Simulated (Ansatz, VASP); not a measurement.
## Cross-check of GaSi2P between VASP and Ansatz

One calculation is typed for both programs; each brings its own data sets. How far apart do they land? The cell is generated by rule, not measured, and may not be a known phase. The cell is taken from a series of runs on this material, whose earlier steps may have relaxed, scaled, displaced or heated it; both programs get it as it stands. Other levels of theory on this material are compared in a session of their own.

Program: Ansatz 0.2.0. Level of theory: plane waves, with VASP 6.6.1 beside it; single point at PBEsol, spin-orbit coupling. Results are calculated unless marked as measured.

The structure was built from a prototype and need not be the compound's stable phase.

**1. The structure**

The structure is orthorhombic, space group Pmn2_1 (No. 31). Conventional cell: a = 3.842 Å, b = 7.684 Å, c = 5.438 Å, α = 90.00°, β = 90.00°, γ = 90.00°. Ga has 3 P at 2.37 Å and 1 Si at 2.41 Å nearest. Nearest to P lie 1 Si at 2.27 Å and 3 Ga at 2.37 Å. Nearest to Si lie 1 P at 2.27 Å and 3 Si at 2.35 Å. Si has 3 Si at 2.35 Å and 1 Ga at 2.41 Å nearest. It derives from GaP. Farther neighbours are not listed.

**2. Ansatz: single point, PBEsol, spin-orbit coupling**

Ansatz runs on its PAW fully relativistic soft_1 files.

With cell and atoms fixed, the geometry can't cause a difference; cores, projectors, grids and the points listed under the comparison can.

The input, input.yaml:

```yaml
crystal:
  lattice:
    - [3.8421553024, 0.0, 0.0]
    - [0.0, 5.4375168448, -2.7834e-06]
    - [0.0, -3.9364e-06, 7.6837588716]
  atoms:
    - { symbol: Ga, position: [0.0, 0.0105503467, 0.1195680423] }
    - { symbol: P, position: [0.5, 0.265858019, 0.1263065394] }
    - { symbol: Ga, position: [0.5, 0.5105504621, 0.3815065334] }
    - { symbol: P, position: [0.0, 0.7658579839, 0.3747682615] }
    - { symbol: Si, position: [0.0, -0.0124352107, 0.625188481] }
    - { symbol: Si, position: [0.5, 0.2360271271, 0.6275191079] }
    - { symbol: Si, position: [0.5, 0.4875643784, 0.8758866051] }
    - { symbol: Si, position: [0.0, 0.7360268935, 0.873555144] }
kpoints:
  mp_grid: { grid: [6, 4, 4] }
  band_path:
    path:
      - [0.0, 0.0, 0.0]
      - [-0.5, 0.0, 0.0]
      - [-0.5, 0.0, 0.5]
      - [0.0, 0.0, 0.5]
      - [0.0, -0.5, 0.5]
      - [-0.5, -0.5, 0.5]
      - [-0.5, -0.5, 0.0]
      - [0.0, -0.5, 0.0]
      - [0.0, -0.15, 0.0]
    npoints: 1
hamiltonian:
  xc: pbesol
  pseudopotentials: { kind: paw_fr, azcp: { folder: soft_1 }, xc_functional: pbe }
scf:
  occupations: { method: fermi_dirac, width: 0.02 }
  n_extra_bands: 12
magnetization:
  noncollinear: true
  spin_orbit: true
output:
  eigenvalues: true
  forces: true
  stress: true
```

Command:

```sh
> ansatz run input.yaml --threads 32 --pin off --max-ram 82944MiB --backend cuda --events-out ev --progress --plain --runs-dir out --devices 1 --max-vram 78GiB
```

The program printed:

```text
Warning: the atoms were moved onto the symmetric positions of the space group found under crystal.symmetry.tolerance 1.0e-5 (fractional; no operation is sought that the atoms, as they stand in a round, miss by more than twice it, and no atom is moved by as much as it), and the run uses the moved positions. Before a round's move an operation carried an atom to 3.85e-6 Å from where it should land, the largest such dist [...]
scf.n_extra_bands = 12 over 52 filled bands (N_el = 52.0): the run solves 64 bands
GPUs: using 1 of 1 available (devices: 1).
Engine: ansatz 0.2.0, aarch64-unknown-linux-gnu
Pseudopotentials: kind: paw_fr
Pseudopotential: Ga, paw, valence charge 13, recommended cutoff 420 eV (normal), soft_1/Ga.paw.azcp
Pseudopotential: P, paw, valence charge 5, recommended cutoff 420 eV (normal), soft_1/P.paw.azcp
Pseudopotential: Si, paw, valence charge 4, recommended cutoff 420 eV (normal), soft_1/Si.paw.azcp
Functional definition: PBEsol
  exchange = pbesol_x
  correlation = pbesol_c
[...]
SCF 1 converged in 9 iterations: F = -11454.050757 eV  dr2 = 1.33e-8
[...]
NSCF: frozen V_eff on 9 k-points
SCF converged after 9 iterations
Magnetization: |M| = 0.0000 μB,  M = (+0.0000, +0.0000, +0.0000) μB
Absolute magnetization: 0.0000 μB (∫|m|)
  site 0: m = (+0.0000, +0.0000, +0.0000) μB, |m| = 0.0000 μB  (R = 0.98 Å)
  site 1: m = (+0.0000, +0.0000, +0.0000) μB, |m| = 0.0000 μB  (R = 0.94 Å)
  site 2: m = (+0.0000, +0.0000, +0.0000) μB, |m| = 0.0000 μB  (R = 0.98 Å)
  site 3: m = (+0.0000, +0.0000, +0.0000) μB, |m| = 0.0000 μB  (R = 0.94 Å)
  site 4: m = (+0.0000, +0.0000, +0.0000) μB, |m| = 0.0000 μB  (R = 0.94 Å)
  site 5: m = (+0.0000, +0.0000, +0.0000) μB, |m| = 0.0000 μB  (R = 0.97 Å)
  site 6: m = (+0.0000, +0.0000, +0.0000) μB, |m| = 0.0000 μB  (R = 0.94 Å)
  site 7: m = (+0.0000, +0.0000, +0.0000) μB, |m| = 0.0000 μB  (R = 0.97 Å)
Free energy (F): -11454.050757 eV
Harris-Foulkes:  -11454.050757 eV  (|F-HF|=5.08e-9)
Internal energy: -11454.050757 eV  (E = F + TS)
E sigma→0 (E₀):  -11454.050757 eV
Fermi energy:    7.143231 eV
--- Per-component energies (eV) ---
  E_band       = -111.445301
  E_kinetic    = 524.202996
  E_local      = -4167.480310  (includes V_loc(G=0)·N_el)
  E_nonlocal   = -27.472686
  E_hartree    = 2410.263879
  E_xc         = -494.174379
  E_vxc        = -426.126533  (∫ρ·V_xc dr)
  E_paw        = -6981.361344  (= ΣΔE_a)
  E_vpaw       = -835.093822  (= ΣTr[D̂ρ^β])
  E_aug_tail   = -0.000261  (compensation charges beyond the density's cutoff)
  E_ewald      = -2719.978781
  E_core_change = 1.950130  (= ΣΔE_core)
  E_smearing   = -0.000000  (= −TS)
  E_closure    = -0.000000  (closes the sum)
  Σ components = -11454.050757   (vs F -11454.050757, Δ=0.00e0)
--- Forces (eV/Å), atoms counted from 1 ---
  atom   1  Ga    -0.00000000    -0.00053445    -0.00243512
  atom   2  P      0.00000000    -0.00089965     0.00267738
  atom   3  Ga    -0.00000000    -0.00053445     0.00243512
  atom   4  P      0.00000000    -0.00089965    -0.00267738
  atom   5  Si    -0.00000000    -0.00023475    -0.00004558
  atom   6  Si     0.00000000     0.00167617    -0.00102480
  atom   7  Si    -0.00000000    -0.00023475     0.00004558
  atom   8  Si    -0.00000000     0.00167617     0.00102480
  max |Σ_I F_I| component: 1.46e-5 eV/Å
--- Stress (GPa, compression-positive) ---
        0.014745      -0.000000      -0.000000
       -0.000000       0.000822       0.000000
       -0.000000       0.000000      -0.023077
  P = ⅓ Tr σ = -0.0025 GPa (-0.025 kbar)
--- Band table (eV; the first three rows and the last of 36) ---
  k-point 0: bands = ["-8.2538", "-8.2538", "-8.2155", "-8.2155", "-8.1979", "-8.1979", "-8.1889", "-8.1889", "-7.8193", "-7.8193", "-7.7767", "-7.7767", "-7.7356", "-7.7356", "-7.7320", "-7.7320", "-7.7204", "-7.7204", "-7.7168", "-7.7168", "-5.8978", "-5.8978", "-4.2778", "-4.2778", "-3.5284", "-3.5284", "-1.6513", "-1.6513", "-0.6178", "-0.6178", "0.9061", "0.9061", "1.1010", "1.1010", "2.8825", "2.8825", "2.9157", "2.9157", "3.7566", "3.7566", "3.9715", "3.9715", "5.1759", "5.1759", "5.3993", "5.3993", "6.5955", "6.5955", "6.7033", "6.7033", "6.7498", "6.7498", "7.5828", "7.5828", "7.7250", "7.7250", "8.8208", "8.8208", "9.4860", "9.4860", "9.5137", "9.5137", "9.6118", "9.6118"]
  k-point 1: bands = ["-8.2540", "-8.2537", "-8.2155", "-8.2155", "-8.1980", "-8.1979", "-8.1890", "-8.1887", "-7.8198", "-7.8191", "-7.7767", "-7.7765", "-7.7358", "-7.7356", "-7.7321", "-7.7320", "-7.7204", "-7.7204", "-7.7168", "-7.7167", "-5.7936", "-5.7928", "-4.6945", "-4.6925", "-3.1394", "-3.1382", "-1.6040", "-1.6002", "-0.5786", "-0.5735", "0.1992", "0.2053", "2.1448", "2.1453", "2.3138", "2.3227", "3.3343", "3.3449", "3.8147", "3.8209", "3.8654", "3.8673", "4.6806", "4.6820", "5.5418", "5.5578", "5.8847", "5.8873", "6.2125", "6.2300", "6.6647", "6.6661", "7.7424", "7.7428", "8.7386", "8.7411", "8.7664", "8.7753", "9.5193", "9.5398", "9.7308", "9.7337", "9.8173", "9.8631"]
  k-point 2: bands = ["-8.2538", "-8.2538", "-8.2155", "-8.2155", "-8.1981", "-8.1981", "-8.1888", "-8.1888", "-7.8196", "-7.8196", "-7.7765", "-7.7765", "-7.7358", "-7.7358", "-7.7322", "-7.7322", "-7.7204", "-7.7204", "-7.7167", "-7.7167", "-5.6241", "-5.6241", "-5.0481", "-5.0481", "-2.8642", "-2.8642", "-1.5712", "-1.5712", "-0.5212", "-0.5212", "-0.0700", "-0.0700", "2.3292", "2.3292", "2.3872", "2.3872", "3.6393", "3.6393", "3.8364", "3.8364", "4.1323", "4.1323", "4.2444", "4.2444", "5.0123", "5.0123", "5.3662", "5.3662", "6.2442", "6.2442", "6.5043", "6.5043", "7.9194", "7.9194", "8.4113", "8.4113", "9.6408", "9.6408", "9.7570", "9.7570", "9.9767", "9.9767", "10.2524", "10.2524"]
  k-point 35: bands = ["-8.2589", "-8.2589", "-8.2297", "-8.2297", "-8.1938", "-8.1938", "-8.1855", "-8.1855", "-7.8296", "-7.8296", "-7.7745", "-7.7745", "-7.7527", "-7.7527", "-7.7252", "-7.7252", "-7.7137", "-7.7137", "-7.7111", "-7.7111", "-3.9975", "-3.9975", "-3.9959", "-3.9959", "-1.9918", "-1.9918", "-1.9913", "-1.9913", "-0.1617", "-0.1617", "-0.1611", "-0.1611", "0.0506", "0.0506", "0.0531", "0.0531", "2.8645", "2.8645", "2.8653", "2.8653", "3.4254", "3.4254", "3.4402", "3.4402", "4.4280", "4.4280", "4.4359", "4.4359", "4.7436", "4.7436", "4.7440", "4.7440", "9.6425", "9.6425", "9.6486", "9.6486", "9.9291", "9.9291", "9.9427", "9.9427", "10.0716", "10.0716", "10.0789", "10.0789"]
```

**3. VASP: single point, PBEsol, spin-orbit coupling**

The same cell, functional, mesh and smearing now go to VASP, with its own data sets.

Lines of VASP's logs that name or quote its potential files are left out, and so is its time.

The input, INCAR:

```
SYSTEM = GaSi2P
PREC = Accurate
ENCUT = 500
EDIFF = 1E-06
NELM = 200
ISMEAR = -1
SIGMA = 0.02
LREAL = .FALSE.
ALGO = Normal
GGA = PS
LNONCOLLINEAR = .TRUE.
MAGMOM = 0 0 0 0 0 0 0 0 0 0 0 0 0 0 0 0 0 0 0 0 0 0 0 0
NBANDS = 68
GGA_COMPAT = .FALSE.
LASPH = .TRUE.
LSORBIT = .TRUE.
LORBIT = 11
LWAVE = .FALSE.
LCHARG = .FALSE.
ISIF = 2
EFERMI = MIDGAP
KPAR = 2
```

The input, POSCAR:

```
GaSi2P
1.0
    3.8421553024      0.0000000000      0.0000000000
    0.0000000000      5.4375168448     -0.0000027834
    0.0000000000     -0.0000039364      7.6837588716
Ga P Si
2 2 4
Direct
    0.0000000000      0.0105504044      0.1195680423
    0.5000000000      0.5105504044      0.3815065334
    0.5000000000      0.2658580014      0.1263064268
    0.0000000000      0.7658580014      0.3747681489
    0.0000000000      0.9875645838      0.6251882258
    0.5000000000      0.2360270103      0.6275192698
    0.5000000000      0.4875645838      0.8758863499
    0.0000000000      0.7360270103      0.8735553059
```

The input, KPOINTS:

```
Automatic mesh
0
Gamma
6 4 4
0 0 0
```

The projector-augmented-wave data sets are Ga_d, P and Si (PBE family, release 64).

Command:

```sh
> mpirun -np 2 vasp_ncl
```

The program printed:

```text
[banner, memory and clock lines left out]
running    2 mpi-ranks, on    1 nodes
 distrk:  each k-point on    1 cores,    2 groups
 distr:  one band on    1 cores,    1 groups

 POSCAR found type information on POSCAR GaP Si
 POSCAR found :  3 types and       8 ions
|                                                                             |
|               ----> ADVICE to this user running VASP <----                  |
|                                                                             |
|     You enforced a specific xc type in the INCAR file but a different       |
|     [... a line on the potential file left out ...]
|     I HOPE YOU KNOW WHAT YOU ARE DOING!                                     |
|                                                                             |

 LDA part: xc-table for (Slater+PW92), standard interpolation
 POSCAR, INCAR and KPOINTS ok, starting setup
 FFT: planning ... GRIDC
 FFT: planning ... GRID_SOFT
 FFT: planning ... GRID
 WAVECAR not read
 entering main loop
       N       E                     dE             d eps       ncg     rms          rms(c)
DAV:   1     0.429979227964E+03    0.42998E+03   -0.20751E+04  7116   0.178E+03
DAV:   2     0.346171482514E+02   -0.39536E+03   -0.37528E+03  7328   0.512E+02
DAV:   3    -0.378040536422E+02   -0.72421E+02   -0.68660E+02  7672   0.159E+02
DAV:   4    -0.433728197556E+02   -0.55688E+01   -0.54948E+01  8576   0.440E+01
DAV:   5    -0.435865816876E+02   -0.21376E+00   -0.21303E+00  9560   0.849E+00    0.936E+00
DAV:   6    -0.428464913112E+02    0.74009E+00   -0.93279E-01  9836   0.123E+01    0.555E+00
DAV:   7    -0.426335376458E+02    0.21295E+00   -0.79407E-01  7784   0.443E+00    0.104E+00
DAV:   8    -0.426332992843E+02    0.23836E-03   -0.13067E-01  8576   0.398E+00    0.435E-01
DAV:   9    -0.426335529486E+02   -0.25366E-03   -0.86495E-03  8564   0.826E-01    0.220E-01
DAV:  10    -0.426336655993E+02   -0.11265E-03   -0.16501E-03  8896   0.326E-01    0.947E-02
DAV:  11    -0.426337465603E+02   -0.80961E-04   -0.57510E-04  8428   0.305E-01    0.445E-02
DAV:  12    -0.426337760589E+02   -0.29499E-04   -0.77932E-05  7308   0.975E-02    0.184E-02
DAV:  13    -0.426337808519E+02   -0.47930E-05   -0.20933E-05  9248   0.314E-02    0.742E-03
DAV:  14    -0.426337813161E+02   -0.46423E-06   -0.21965E-06  6576   0.119E-02
   1 F= -.42633781E+02 E0= -.42633781E+02  d E =-.714687E-10  mag=    -0.0000     0.0000     0.0000
```

[end of part 1 of 2]

[Lines on the potential files, build, host, timing and source positions are cut from VASP's logs without a mark.]

[Logs are printed without paths, hosts, clocks, repeated set-up lines and the standing remarks that a program may print on its own settings, such as how far it seeks lower states.]

[Hosts, paths, dates, database ids (printed as entryN), source tags and the programs' standing remarks are cut or masked in the printed files.]
